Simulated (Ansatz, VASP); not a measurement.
**One calculation of HfRu, two programs**

```
Hf Ru
1.0
     3.18196    0.00000    0.00000
     0.00000    3.18196    0.00000
     0.00000    0.00000    3.18196
Hf Ru
1 1
Direct
  0.00000 0.00000 0.00000
  0.50000 0.50000 0.50000
```

Alike in both runs: functional LDA; k mesh 14 × 14 × 14; occupations gaussian, width 0.1 eV; no spin polarisation.

Ansatz relaxed the structure, and its values are those at the end. VASP's run is a single point on that final structure, the one shown.

|  | VASP | Ansatz |
| --- | --- | --- |
| version | VASP 6.6.1 | Ansatz 0.2.0 |
| potentials or method | VASP PAW LDA potentials, release 64 (Hf_pv, Ru_pv) | scalar-relativistic, plane waves, PAW |
| plane-wave cutoff (eV) | 520 | 420 |
| valence electrons in the cell | 24 | 42 |

|  | VASP | Ansatz | Ansatz less VASP |
| --- | --- | --- | --- |
| gap on the k mesh at the Fermi level (eV) | none | none | - |
| pressure (GPa) | -0.4 | 0.0 | +0.35 |

A gap of «none» marks a metal or a gap that the smearing closes. The two sets of potentials don't hold the same shells in valence.

The runs have no spin-orbit coupling, so splittings on Hf are missing.
